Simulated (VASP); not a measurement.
Calculation: r2SCAN+rVV10, VASP's PBE PAW potentials (set 64) (plane waves; VASP).

The input files of a VASP run:

### INCAR
```
LCHARG = F
EDIFF = 1E-6   # SCF stop (eV)
LUSE_VDW = T
SIGMA = 0.1   # width (eV)
LREAL = F   # projection in real space or not
NELM = 100
EDIFFG = -0.01   # ionic stop
PREC = Accurate
ISMEAR = 1
BPARAM = 11.95
LMAXMIX = 4   # l cut-off of mixed one-centre charges
ENCUT = 520   # plane-wave cut-off (eV)
SYSTEM = Sr
LASPH = T   # aspherical one-centre terms
ISIF = 3   # ions, shape and volume
METAGGA = R2SCAN
CPARAM = 0.0093
ALGO = Normal   # blocked Davidson
IBRION = 2   # conjugate gradients
LMIXTAU = T
NSW = 60   # most ionic steps
LWAVE = F
```

File POSCAR:
```
Sr
1
    0.0000000000     3.0400000000     3.0400000000
    3.0400000000     0.0000000000     3.0400000000
    3.0400000000     3.0400000000     0.0000000000
Sr
1
Direct
  0.0000000000   0.0000000000   0.0000000000
```

### KPOINTS
```
Automatic mesh
0
Gamma
9 9 9
0 0 0
```

POTCAR, in this order: Sr_sv (PBE.64 set). Program: vasp_std.

Output of the run:

### OSZICAR
```
       N       E                     dE             d eps       ncg     rms          rms(c)
DAV:   1     0.227557047839E+02    0.22756E+02   -0.50840E+03   630   0.990E+02
DAV:   2    -0.164427920727E+02   -0.39198E+02   -0.38875E+02   692   0.176E+02
DAV:   3    -0.184436166468E+02   -0.20008E+01   -0.19815E+01   957   0.304E+01
DAV:   4    -0.185492801374E+02   -0.10566E+00   -0.10547E+00   959   0.603E+00
DAV:   5    -0.185524077249E+02   -0.31276E-02   -0.31241E-02   987   0.593E-01    0.743E+00
DAV:   6    -0.146118626971E+02    0.39405E+01   -0.33001E+00   658   0.962E+00    0.654E+00
DAV:   7    -0.147398783382E+02   -0.12802E+00   -0.60805E-01   788   0.691E+00    0.575E+00
DAV:   8    -0.157558334041E+02   -0.10160E+01   -0.68913E-01   709   0.651E+00    0.306E+00
DAV:   9    -0.148398022334E+02    0.91603E+00   -0.96364E-01   669   0.621E+00    0.425E-01
DAV:  10    -0.148347036281E+02    0.50986E-02   -0.68445E-02   687   0.335E+00    0.693E-01
DAV:  11    -0.148693435498E+02   -0.34640E-01   -0.83898E-02   639   0.373E+00    0.193E+00
DAV:  12    -0.148301750593E+02    0.39168E-01   -0.81728E-02   639   0.383E+00    0.771E-02
DAV:  13    -0.148389824716E+02   -0.88074E-02   -0.12952E-02   642   0.163E+00    0.111E-01
DAV:  14    -0.148378040136E+02    0.11785E-02   -0.20043E-04   992   0.145E-01    0.134E-01
DAV:  15    -0.148370706713E+02    0.73334E-03   -0.62133E-04   643   0.278E-01    0.253E-02
DAV:  16    -0.148312592526E+02    0.58114E-02   -0.64569E-03   637   0.100E+00    0.179E-01
DAV:  17    -0.148317224320E+02   -0.46318E-03   -0.92026E-04   640   0.288E-01    0.708E-02
DAV:  18    -0.148312061479E+02    0.51628E-03   -0.17917E-04   785   0.105E-01    0.657E-02
DAV:  19    -0.148312353144E+02   -0.29167E-04   -0.62833E-06   978   0.159E-02    0.564E-02
DAV:  20    -0.148311748207E+02    0.60494E-04   -0.49499E-05   718   0.473E-02    0.461E-02
DAV:  21    -0.148311725756E+02    0.22451E-05   -0.69328E-06   710   0.333E-02    0.327E-02
DAV:  22    -0.148311603787E+02    0.12197E-04   -0.43001E-06   661   0.237E-02    0.158E-02
DAV:  23    -0.148311608639E+02   -0.48527E-06   -0.31207E-07   453   0.631E-03
   1 F= -.14831161E+02 E0= -.14830114E+02  d E =-.148312E+02
       N       E                     dE             d eps       ncg     rms          rms(c)
DAV:   1    -0.148324827669E+02   -0.13224E-02   -0.38271E-02   640   0.174E+00    0.224E-01
DAV:   2    -0.148315780329E+02    0.90473E-03   -0.36737E-03   705   0.598E-01    0.127E-01
DAV:   3    -0.148311188954E+02    0.45914E-03   -0.14713E-03   846   0.301E-01    0.488E-02
DAV:   4    -0.148312707210E+02   -0.15183E-03   -0.24132E-04   640   0.178E-01    0.425E-02
DAV:   5    -0.148312558401E+02    0.14881E-04   -0.12450E-04   792   0.730E-02    0.181E-02
DAV:   6    -0.148312614918E+02   -0.56517E-05   -0.43926E-05   677   0.630E-02    0.698E-03
DAV:   7    -0.148312934497E+02   -0.31958E-04   -0.62518E-05   636   0.938E-02    0.834E-03
DAV:   8    -0.148312678247E+02    0.25625E-04   -0.48814E-05   635   0.802E-02    0.205E-03
DAV:   9    -0.148312686629E+02   -0.83818E-06   -0.35565E-06   648   0.225E-02
   2 F= -.14831269E+02 E0= -.14830247E+02  d E =-.107799E-03
       N       E                     dE             d eps       ncg     rms          rms(c)
DAV:   1    -0.148318254878E+02   -0.55766E-03   -0.16960E-02   640   0.116E+00    0.150E-01
DAV:   2    -0.148314276206E+02    0.39787E-03   -0.16137E-03   702   0.397E-01    0.831E-02
DAV:   3    -0.148312162927E+02    0.21133E-03   -0.63189E-04   834   0.196E-01    0.319E-02
DAV:   4    -0.148312952886E+02   -0.78996E-04   -0.10352E-04   648   0.115E-01    0.286E-02
DAV:   5    -0.148312812812E+02    0.14007E-04   -0.50245E-05   780   0.472E-02    0.121E-02
DAV:   6    -0.148312885909E+02   -0.73097E-05   -0.20180E-05   693   0.419E-02    0.453E-03
DAV:   7    -0.148313070215E+02   -0.18431E-04   -0.24674E-05   630   0.586E-02    0.572E-03
DAV:   8    -0.148312917387E+02    0.15283E-04   -0.19998E-05   630   0.505E-02    0.143E-03
DAV:   9    -0.148312920859E+02   -0.34721E-06   -0.16300E-06   650   0.151E-02
   3 F= -.14831292E+02 E0= -.14830290E+02  d E =-.131222E-03
```

File OUTCAR:
```
------------------------ aborting loop because EDIFF is reached ----------------------------------------
  FORCE on cell =-STRESS in cart. coord.  units (eV):
  Direction    XX          YY          ZZ          XY          YZ          ZX
  --------------------------------------------------------------------------------------
  Total       -0.0011706     -0.0011706     -0.0011706      0.0000000      0.0000000      0.0000000
  in kB       -0.0336538     -0.0336538     -0.0336538      0.0000000      0.0000000      0.0000000
  external PRESSURE =      -0.0336538 kB  Pullay stress =       0.0000000 kB
  volume of cell :       55.73
      direct lattice vectors                 reciprocal lattice vectors
     0.000000000  3.031716487  3.031716487    -0.164923073  0.164923073  0.164923073
     3.031716487  0.000000000  3.031716487     0.164923073 -0.164923073  0.164923073
     3.031716487  3.031716487  0.000000000     0.164923073  0.164923073 -0.164923073
 POSITION                                       TOTAL-FORCE (eV/Angst)
 -----------------------------------------------------------------------------------
      0.00000      0.00000      0.00000         0.000000     -0.000000      0.000000
 -----------------------------------------------------------------------------------
    total drift:                                0.000000      0.000000     -0.000000
  FREE ENERGIE OF THE ION-ELECTRON SYSTEM (eV)
  ---------------------------------------------------
  free  energy   TOTEN  =       -14.8312920859 eV

  energy  without entropy=      -14.8282870843  energy(sigma->0) =      -14.83029042

 reached required accuracy - stopping structural energy minimisation
```
(Selected blocks of OUTCAR.)

CONTCAR:
```
Sr
   1.00000000000000
     0.0000000000000000    3.0317164874461646    3.0317164874461646
     3.0317164874461646    0.0000000000000000    3.0317164874461646
     3.0317164874461646    3.0317164874461646    0.0000000000000000
  Sr
     1
Direct
     0.0000000000000000    0.0000000000000000    0.0000000000000000
```

The compound is Sr in the fcc structure. This run relaxes it. Symmetry was kept, so distortions that lower it aren't found.
